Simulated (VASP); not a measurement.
Given:

```yaml
crystal:
  lattice:
    - [4.06199, -0.00039, 0.01165]
    - [0.00024, 4.05612, 0.00982]
    - [0.15570, 1.55115, 10.78738]
  atoms:
    - { symbol: Sn, position: [0.25541, 0.30068, 0.36855] }
    - { symbol: Sn, position: [0.74459, 0.69932, 0.63145] }
    - { symbol: S, position: [0.24517, 0.20890, 0.60541] }
    - { symbol: S, position: [0.75483, 0.79110, 0.39459] }
```

The numbers are results of PBEsol GGA, VASP's PBE PAW potentials (set 64) (plane waves; VASP), not measurements. Numerical set-up: 400 eV cut-off, 6×6×3 Γ-centred mesh, tetrahedra with Blöchl corrections, potentials Sn_d S.

The cell holds a wide vacuum, so values per volume refer to the whole cell. The cores are frozen, which limits the accuracy of field gradients.

### Question
Give the principal components of the electric field gradient (V/Å²) and the asymmetry η at each nucleus.

### Answer

```csv
atom,Vxx,Vyy,Vzz,η
Sn1,76.2,76.1,-152.3,0.00
Sn2,76.2,76.1,-152.3,0.00
S3,5.5,5.1,-10.5,0.04
S4,5.5,5.1,-10.5,0.04
```

The cell is a sheet with vacuum, built from a database entry that may be metastable or hypothetical.
